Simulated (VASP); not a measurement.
VASP input:

**INCAR**
```
SYSTEM  =  SiO2
PREC  =  Accurate; ENCUT  =  530; LREAL  =  F
LASPH  =  T
EDIFF  =  1E-6; NELM  =  100; ALGO  =  Normal
LMIXTAU  =  T
ISMEAR  =  0; SIGMA  =  0.05
METAGGA  =  R2SCAN
IBRION  =  2; NSW  =  60; ISIF  =  3
EDIFFG  =  -0.02
LWAVE  =  F; LCHARG  =  F
```

### POSCAR
```
SiO2
1.0
  4.1938923515   0.0000000000   0.0000000000
  0.0000000000   4.1938923515   0.0000000000
  0.0000000000   0.0000000000   2.6825157650
Si O
2 4
Cartesian
  4.1938923515   0.0000000000   0.0000000000
  2.0969461757   2.0969461757   1.3412578825
  1.2821271281   1.2821271281   0.0000000000
  3.3790733039   0.8148190476   1.3412578825
  0.8148190476   3.3790733039   1.3412578825
  2.9117652234   2.9117652234   0.0000000000
```

KPOINTS:
```
Automatic mesh
0
Gamma
5 5 7
0 0 0
```

POTCAR, in this order: Si O (PBE.64 set). Program: vasp_std.

Question: Translate this r2SCAN calculation to Ansatz.

Answer: One equivalent input (not run):
Ansatz 0.2 input:
```yaml
crystal:
  lattice:
    - [4.1938924, 0.0000000, 0.0000000]
    - [0.0000000, 4.1938924, 0.0000000]
    - [0.0000000, 0.0000000, 2.6825158]
  atoms:
    - { symbol: Si, position: [1.0000000, 0.0000000, 0.0000000] }
    - { symbol: Si, position: [0.5000000, 0.5000000, 0.5000000] }
    - { symbol: O, position: [0.3057129, 0.3057129, 0.0000000] }
    - { symbol: O, position: [0.8057129, 0.1942871, 0.5000000] }
    - { symbol: O, position: [0.1942871, 0.8057129, 0.5000000] }
    - { symbol: O, position: [0.6942871, 0.6942871, 0.0000000] }
kpoints:
  mp_grid: { grid: [5, 5, 7] }
hamiltonian:
  xc: r2scan
  pseudopotentials: { kind: paw }
scf:
  occupations: { method: gaussian, width: 0.05 }
  max_iter: 100
relax:
  max_steps: 60
  f_tol: 0.02
  cell: {}
output: { forces: true, stress: true, eigenvalues: true }
```
What does not carry over: each code has its own PAW files, so the cut-off isn't converted (ENCUT is set for VASP's; basis.ecutwfc is left out, and Ansatz then takes the one that its files recommend); Ansatz stops its SCF on the density residual and VASP on the energy change (EDIFF).

The compound is SiO2 in the rutile structure, stishovite, a high-pressure form. This run relaxes it. Symmetry was kept, so distortions that lower it aren't found. The start is the result of an earlier pass.
